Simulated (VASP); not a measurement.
Wanted: the native input for a VASP 6.6.1 run.

```
Task                   : relaxation of cell and atoms
Functional             : PBE
Potentials or basis    : VASP PAW PBE potentials, release 64 (Hf_pv, Sn_d, S)
Cutoff                 : 520 eV
k mesh                 : 3 × 3 × 3
Occupations            : gaussian, width 0.15 eV
Spin                   : no spin polarisation
Further INCAR settings : PREC = Normal; ALGO = Fast; EDIFF = 0.0001; IBRION = 2; EDIFFG = -0.08; NSW = 24; ISIF = 3
```

The structure of Hf3SnS4 lies in POSCAR:

```
Hf3SnS4
1.0
    5.5700000000      0.0000000000      0.0000000000
    0.0000000000      5.5700000000      0.0000000000
    0.0000000000      0.0000000000      5.5700000000
Hf Sn S
3 1 4
Direct
    0.5000000000      0.0000000000      0.5000000000
    0.5000000000      0.5000000000      0.0000000000
    0.0000000000      0.5000000000      0.5000000000
    0.0000000000      0.0000000000      0.0000000000
    0.5000000000      0.0000000000      0.0000000000
    0.5000000000      0.5000000000      0.5000000000
    0.0000000000      0.5000000000      0.0000000000
    0.0000000000      0.0000000000      0.5000000000
```

The cell was built by a generator and needn't be a form met in nature.

The input as run:

INCAR

```
SYSTEM = Hf3SnS4
PREC = Normal ; ENCUT = 520
EDIFF = 1E-4 ; ISMEAR = 0
SIGMA = 0.15 ; LREAL = .False.
LASPH = .True. ; NELM = 60
ALGO = Fast ; ISIF = 3
LWAVE = .False. ; LCHARG = .False.
GGA = PE ; IBRION = 2
NSW = 24 ; EDIFFG = -0.08
```

KPOINTS

```
regular mesh
0
Gamma
  3 3 3
  0 0 0
```

Potentials or basis: VASP PAW PBE potentials, release 64 (Hf_pv, Sn_d, S).

Launch:

```bash
$ cat potpaw_PBE.64/Hf_pv/POTCAR potpaw_PBE.64/Sn_d/POTCAR potpaw_PBE.64/S/POTCAR > POTCAR
$ mpirun -np 1 vasp_std > vasp.out
```

It gave:

* Relaxed volume: 18.59 Å³/atom
* Relaxed cell: a = 5.299 Å, b = 5.299 Å, c = 5.299 Å, α = 90.00°, β = 90.00°, γ = 90.00°
* Space group after relaxing (to 0.05 Å): Pm-3m (No. 221)
* Energy gained by relaxing: 130.2 meV/atom
* Ionic steps: 3
* Pressure after relaxing: -0.2 GPa
* Band gap on the k mesh: none (metal or under the smearing width)

Caveat: the k mesh is coarse (spacing up to 0.38 Å⁻¹), so the values aren't converged.

Run time: 61 s on 1 thread of Intel(R) Xeon(R) Platinum 8488C (Sapphire Rapids), on a shared host, peak memory 0.2 GiB.
